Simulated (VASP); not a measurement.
```
CELL_PARAMETERS angstrom
      3.30892     0.00000     0.00000
      0.00000     3.30892     0.00000
      0.00000     0.00000     3.30892
ATOMIC_POSITIONS crystal
  In 0.50000 0.50000 0.50000
  Pd 0.00000 0.00000 0.00000
```

Method: PBE GGA, VASP's PBE PAW potentials (set 64) (plane waves; VASP). Run with 520 eV cut-off, 12×12×12 Γ-centred mesh, tetrahedra with Blöchl corrections, potentials In_d Pd.

Unless said otherwise, spin-orbit coupling is left out, though it shifts the bands of the heavy elements here.

Predict the energy per atom (σ→0), band gap (on the k-mesh) with the smallest direct gap where there is one.

```yaml
band gap (on the k-mesh): none (metal, semimetal or under 0.01 eV)
energy per atom (σ→0): -4374 meV/atom
```

The absolute energy has meaning only against runs of the same code, potentials and settings.

The compound is PdIn in the CsCl type structure. It was relaxed first, which changed the volume by +6 %. The electron count is odd and the run is not spin-polarised, which forces a metal.
